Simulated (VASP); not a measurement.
Data:

```
MoSi
1.0
    5.68769     0.00000     0.00000
    0.00000     4.13678     0.00000
    0.00000     0.00000     4.70795
Mo Si
4 4
Direct
  0.17855   0.25000   0.15049
  0.32145   0.75000   0.65049
  0.82145   0.75000   0.84951
  0.67855   0.25000   0.34951
  0.04916   0.25000   0.65925
  0.45084   0.75000   0.15925
  0.95084   0.75000   0.34075
  0.54916   0.25000   0.84075
```

Method: PBEsol GGA, VASP's PBE PAW potentials (set 64) (plane waves; VASP). Settings: 400 eV cut-off, Gaussian smearing of 0.050 eV, potentials Mo_sv Si.

Problem. Give the energies of bands 29 to 42 at the high-symmetry points, in eV from the Fermi level.

Solution. 
```
band      Γ      X      S      Y      Z      U      R      T
----  -----  -----  -----  -----  -----  -----  -----  -----
29    -2.87  -2.46  -2.95  -2.36  -2.81  -3.03  -2.44  -2.21
30    -2.82  -2.46  -2.95  -2.36  -2.81  -3.03  -2.44  -2.21
31    -2.02  -1.98  -2.95  -2.15  -2.10  -2.08  -2.44  -1.70
32    -1.68  -1.98  -2.95  -2.15  -2.10  -2.08  -2.44  -1.70
33    -0.84  -1.02  -0.89  -1.27  -1.03  -1.51  -1.00  -1.24
34    -0.60  -1.02  -0.89  -1.27  -1.03  -1.51  -1.00  -1.24
35    -0.45  -0.60  -0.89  -0.62  -0.62  -0.98  -1.00  -0.91
36    -0.19  -0.60  -0.89  -0.62  -0.62  -0.98  -1.00  -0.91
37     0.41   0.71   1.43   0.74   0.62   1.07   1.00  -0.01
38     0.48   0.71   1.43   0.74   0.62   1.07   1.00  -0.01
39     0.56   1.20   1.43   1.05   0.69   1.28   1.00   0.20
40     1.49   1.20   1.43   1.05   0.69   1.28   1.00   0.20
41     1.69   2.25   2.76   2.92   2.48   1.90   2.15   2.62
42     2.34   2.25   2.76   2.92   2.48   1.90   2.15   2.71
```

It has no gap at this level: it comes out as a metal or semimetal.

The structure was generated: SiMo was put into the FeB type (Pnma), which need not be its known phase. It was relaxed first, which changed the volume by -39 %.
